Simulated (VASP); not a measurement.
Here is the system:

```
CELL_PARAMETERS angstrom
      1.58795    -2.75041     0.00000
      1.58795     2.75041     0.00000
      0.00000     0.00000     5.12804
ATOMIC_POSITIONS crystal
  Zn 0.66667 0.33333 0.50164
  Zn 0.33333 0.66667 0.00164
  O  0.66667 0.33333 0.88036
  O  0.33333 0.66667 0.38036
```

Level of theory: AM05 GGA, VASP's PBE PAW potentials (set 64) (plane waves; VASP). Run with 520 eV cut-off, 8×8×4 Γ-centred mesh, Gaussian smearing of 0.050 eV, potentials Zn O.

Predict the energy per atom (σ→0), pressure.

- energy per atom (σ→0) = -4.628 eV/atom
- pressure = 10.14 GPa

The absolute energy has meaning only against runs of the same code, potentials and settings.

The compound is ZnO in the wurtzite structure. This cell is one point of a volume scan, at 0.94 of the reference volume.
